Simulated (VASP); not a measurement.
OSZICAR of a VASP run on MgS (rock salt):

OSZICAR:
```
       N       E                     dE             d eps       ncg     rms          rms(c)
DAV:   1     0.200807339685E+02    0.20081E+02   -0.35117E+03   488   0.757E+02
DAV:   2    -0.861679826402E+01   -0.28698E+02   -0.27655E+02   648   0.104E+02
DAV:   3    -0.943676144280E+01   -0.81996E+00   -0.81996E+00   576   0.237E+01
DAV:   4    -0.944053569291E+01   -0.37743E-02   -0.37743E-02   744   0.186E+00
DAV:   5    -0.944053841042E+01   -0.27175E-05   -0.27175E-05   576   0.422E-02    0.417E+00
DAV:   6    -0.911878818506E+01    0.32175E+00   -0.80987E-01   496   0.441E+00    0.315E+00
DAV:   7    -0.907741904388E+01    0.41369E-01   -0.20063E-01   600   0.232E+00    0.197E+00
DAV:   8    -0.907486499536E+01    0.25540E-02   -0.88150E-03   528   0.757E-01    0.690E-01
DAV:   9    -0.907474813176E+01    0.11686E-03   -0.36857E-04   608   0.151E-01    0.239E-01
DAV:  10    -0.907475152804E+01   -0.33963E-05   -0.46830E-05   592   0.424E-02    0.515E-02
DAV:  11    -0.907475310435E+01   -0.15763E-05   -0.80825E-07   632   0.789E-03    0.138E-02
DAV:  12    -0.907475293625E+01    0.16810E-06   -0.59963E-08   400   0.149E-03    0.445E-03
DAV:  13    -0.907475286864E+01    0.67611E-07   -0.23707E-08   312   0.902E-04
   1 F= -.90747529E+01 E0= -.90747529E+01  d E =-.129148E-13
```

Which electronic solver shows in the log?

It is blocked Davidson (ALGO = Normal, or the opening steps of other solvers). The INCAR had ALGO = Normal.

Can the final energy be trusted as converged?

The calculation finished and met its thresholds. It stopped with EDIFF = 1E-7, NELM = 100 (PBEsol GGA, plane waves, VASP's PBE PAW potentials (set 64)).

The compound is MgS in the rock salt structure. It was relaxed first.
